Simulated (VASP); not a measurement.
# InSb: relaxation of cell and atoms with PBEsol

Crystal: InSb.

```
CELL_PARAMETERS angstrom
0.00000 3.26032 3.26032
3.26032 0.00000 3.26032
3.26032 3.26032 0.00000
ATOMIC_POSITIONS crystal
In 0.00000 0.00000 0.00000
Sb 0.25000 0.25000 0.25000
```

The cell was built by a generator and needn't be a form met in nature.

```json
{"Program": "VASP 6.6.1", "Task": "relaxation of cell and atoms", "Functional": "PBEsol", "Potentials or basis": "VASP PAW PBE potentials, release 64 (In_d, Sb)", "Cutoff": "600 eV", "k mesh": "10 × 10 × 10", "Occupations": "gaussian, width 0.03 eV", "Spin": "no spin polarisation", "Further INCAR settings": "ALGO = Normal; EDIFF = 1e-07; IBRION = 2; EDIFFG = -0.005; NSW = 90; ISIF = 3"}
```

The pressure after relaxing is 0.0 GPa and the band gap on the k mesh is none (metal or under the smearing width).

Final structure:
```cif
data_structure
_symmetry_space_group_name_H-M 'P 1'
_symmetry_Int_Tables_number 1
_cell_length_a 4.6108
_cell_length_b 4.6108
_cell_length_c 4.6108
_cell_angle_alpha 60.000
_cell_angle_beta 60.000
_cell_angle_gamma 60.000
_cell_volume 69.31
loop_
_atom_site_label
_atom_site_type_symbol
_atom_site_fract_x
_atom_site_fract_y
_atom_site_fract_z
_atom_site_occupancy
In1 In 0.00000 0.00000 0.00000 1
Sb1 Sb 0.25000 0.25000 0.25000 1
```

Levels at points of the mesh, in eV from the Fermi level:
```
           k point  band 7  band 8  band 9  band 10  band 11  band 12
(0.00, 0.00, 0.00)   -0.38   -0.01   -0.01    -0.01     2.92     2.92
(0.50, 0.00, 0.00)   -5.58   -0.99   -0.99     0.43     3.76     3.76
(0.50, 0.50, 0.00)   -5.88   -2.22   -2.22     1.27     1.28     8.00
```

It took 14 s on 2 MPI ranks on Intel(R) Xeon(R) 6975P-C (Granite Rapids), with other jobs on the host, peak memory 0.26 GiB a rank.

Caveat: the relaxation stopped at its first step, so nothing moved; the PAW data sets were made with another functional, which shifts forces and pressure a little; this crystal is a semiconductor, whose small gap the functional closes, so the metal is an error of the method. The run has no spin-orbit coupling, so splittings on Sb are missing.
